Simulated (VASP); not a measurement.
```yaml
crystal:
  lattice:
    - [4.75390, 0.00000, 0.00000]
    - [0.00000, 4.75390, 0.00000]
    - [0.00000, 0.00000, 3.19375]
  atoms:
    - { symbol: Zn, position: [0.00000, 0.00000, 0.00000] }
    - { symbol: Zn, position: [0.50000, 0.50000, 0.50000] }
    - { symbol: F, position: [0.30363, 0.30363, 0.00000] }
    - { symbol: F, position: [0.80363, 0.19637, 0.50000] }
    - { symbol: F, position: [0.19637, 0.80363, 0.50000] }
    - { symbol: F, position: [0.69637, 0.69637, 0.00000] }
```

The numbers are results of PBE GGA with D3 dispersion (zero damping), VASP's PBE PAW potentials (set 64) (plane waves; VASP 6.6.1), not measurements. Run with 520 eV cut-off, 5×5×8 Γ-centred mesh, tetrahedra with Blöchl corrections, potentials Zn F.

The cores are frozen, which limits the accuracy of field gradients.

Question: Give the principal components of the electric field gradient (V/Å²) and the asymmetry η at each nucleus.

Answer: 
```csv
atom,Vxx,Vyy,Vzz,η
Zn1,-12.4,-10.7,23.1,0.07
Zn2,-12.4,-10.7,23.1,0.07
F3,64.6,27.6,-92.2,0.40
F4,64.6,27.6,-92.2,0.40
F5,64.6,27.6,-92.2,0.40
F6,64.6,27.6,-92.2,0.40
```

The compound is ZnF2 in the rutile structure. It was relaxed first.
